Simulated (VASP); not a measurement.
Given:

```xyz
3
Lattice="1.5700 -2.7193 0.0000 1.5700 2.7193 0.0000 0.0000 0.0000 3.4800" Properties=species:S:1:pos:R:3 pbc="T T T"
Hf     0.0000     0.0000     0.0000
B      1.5700     0.9064     1.7400
B      1.5700    -0.9064     1.7400
```

Level of theory: PBE GGA, VASP's PBE PAW potentials (set 64) (plane waves; VASP). Settings: 520 eV cut-off, 9×9×7 Γ-centred mesh, first-order Methfessel-Paxton smearing of 0.10 eV, potentials Hf_pv B.

Q: Give the stress tensor in GPa (positive for a compressed cell).

A: 
```
1.25  0.00  0.00
0.00  1.25  0.00
0.00  0.00  0.61
```
The pressure is its mean diagonal, 1.03 GPa.

The compound is HfB2 in the AlB2 type structure. The cell was not relaxed at this level.
